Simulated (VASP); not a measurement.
All values below come from PBEsol GGA, VASP's PBE PAW potentials (set 64) (plane waves; VASP).

The input files of a VASP run:

### INCAR
```
SIGMA = 0.1   ! width (eV)
PREC = Accurate
LMAXMIX = 6   ! l cut-off of mixed one-centre charges
GGA = PS   ! PBEsol
NELM = 100   ! most electronic steps
LASPH = .TRUE.
LWAVE = .FALSE.
LCHARG = .FALSE.
LREAL = .FALSE.   ! projection in real space or not
ISIF = 2   ! forces and stress, cell fixed
ISMEAR = -1
ALGO = Normal
SYSTEM = TaOs3
EDIFF = 1E-6
ENCUT = 300   ! plane-wave cut-off (eV)
```

**KPOINTS**
```
Automatic mesh
0
Gamma
3 3 3
0 0 0
```

POSCAR:
```
TaOs3
1
    3.9149700000     0.0000000000     0.0000000000
    0.0000000000     3.9149700000     0.0000000000
    0.0000000000     0.0000000000     3.9149700000
Ta Os
1 3
Direct
  0.0000000000   0.0000000000   0.0000000000
  0.0000000000   0.5000000000   0.5000000000
  0.5000000000   0.0000000000   0.5000000000
  0.5000000000   0.5000000000   0.0000000000
```

POTCAR, in this order: Ta_pv Os (PBE.64 set). Program: vasp_std.

At this cut-off the stress carries a Pulay error, which pulls relaxed volumes low. Gaps are read on the run's mesh, which can miss a band edge. Unless said otherwise, spin-orbit coupling is left out, though it shifts the bands of the heavy elements here.

Task: What does the run give for the energy per atom (σ→0), pressure, band gap (on the k-mesh)?

Result: 
The energy per atom (σ→0) comes out as -1206.2 kJ/mol of atoms. The band gap (on the k-mesh) is none (metal, semimetal or under 0.01 eV). The pressure is -7.20 GPa.

### OSZICAR
```
...
DAV:   7    -0.501470605951E+02    0.59431E+00   -0.25604E+00   212   0.102E+01    0.443E+00
DAV:   8    -0.500477787016E+02    0.99282E-01   -0.50271E-01   236   0.453E+00    0.527E-01
DAV:   9    -0.500423834635E+02    0.53952E-02   -0.17015E-02   227   0.104E+00    0.176E-01
DAV:  10    -0.500421964537E+02    0.18701E-03   -0.82142E-04   230   0.213E-01    0.843E-02
DAV:  11    -0.500421955520E+02    0.90175E-06   -0.37971E-05   251   0.408E-02    0.128E-02
DAV:  12    -0.500421935753E+02    0.19767E-05   -0.64695E-06   216   0.148E-02    0.391E-03
DAV:  13    -0.500421931444E+02    0.43092E-06   -0.57972E-07   134   0.568E-03
   1 F= -.50042193E+02 E0= -.50004141E+02  d E =-.761049E-01
```

The structure comes from a computed database's TaOs3 entry (Pm-3m); how it stands against other phases isn't given here. The cell was not relaxed at this level. The k-mesh is coarse (spacing up to 0.53 per Å, 2π included), so the numbers may not be converged in it. The run is one of a series of settings (KPOINTS 3×3×3 Γ-centred mesh against the base run), some of them coarse on purpose. The electron count is odd and the run is not spin-polarised, which forces a metal.
